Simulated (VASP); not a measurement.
```
CELL_PARAMETERS angstrom
     -1.46370     1.46370     1.46370
      1.46370    -1.46370     1.46370
      1.46370     1.46370    -1.46370
ATOMIC_POSITIONS crystal
  Fe 0.00000 0.00000 0.00000
```
Starting moments (μB, in the order of the record's atoms Fe): 2.5.

The base run (VASP): PBE GGA, plane waves, VASP's PBE PAW potentials (set 64). Run with 400 eV cut-off, 16×16×16 Γ-centred mesh, first-order Methfessel-Paxton smearing of 0.10 eV, potentials Fe.

The base run took about 40 core-seconds. The timings are rough (shared machines, no repeats); factors under 2 mean little.

Pressures at a finite cut-off, here 400 eV, hold a Pulay part, which wasn't tested here.

```tsv
setting	cost over the base run	electronic steps	pressure (GPa)
base run	reference	16	-12.83
IVDW = 12	within a factor of 2	16	-17.13
IVDW = 13	within a factor of 2	16	-16.80
IVDW = 11	within a factor of 2	16	-17.43
AGGAC = 0.0, GGA = BO, LUSE_VDW = .TRUE., PARAM1 = 0.1833333333, PARAM2 = 0.22	within a factor of 2	14	-17.12
GGA = 91	within a factor of 2	13	-16.03
GGA removed, LMIXTAU = .TRUE., METAGGA = SCAN	?	?	?
```

Complete the blanks.

- GGA removed, LMIXTAU = .TRUE., METAGGA = SCAN, cost over the base run: about 5 times
- GGA removed, LMIXTAU = .TRUE., METAGGA = SCAN, electronic steps: 19
- GGA removed, LMIXTAU = .TRUE., METAGGA = SCAN, pressure (GPa): -14.61

Left out are runs that failed, have no time on record or changed the cell.

The compound is Fe in the bcc structure. The cell was not relaxed at this level.
